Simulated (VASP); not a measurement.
Here is the system:

```
Pb2STe
1.0
    4.46104     0.00000     0.00000
    0.00000     4.46104     0.00000
    0.00000     0.00000     6.23615
Te Pb S
1 2 1
Cartesian
  2.23052   2.23052   0.00000
  0.00000   0.00000   0.00000
  2.23052   2.23052   3.11808
  0.00000   0.00000   3.11808
```

Calculation: r2SCAN meta-GGA, VASP's PBE PAW potentials (set 64) (plane waves; VASP). Settings: 400 eV cut-off, 6×6×4 Γ-centred mesh, tetrahedra with Blöchl corrections, potentials Te Pb_d S.

Task: Give the stress tensor in GPa (positive for a compressed cell).

Result: 
```
-0.47   0.00   0.00
 0.00  -0.47   0.00
 0.00   0.00   1.37
```
The pressure is its mean diagonal, 0.14 GPa.

The structure comes from a computed database's TePb2S entry (P4/mmm); how it stands against other phases isn't given here. It was relaxed first.
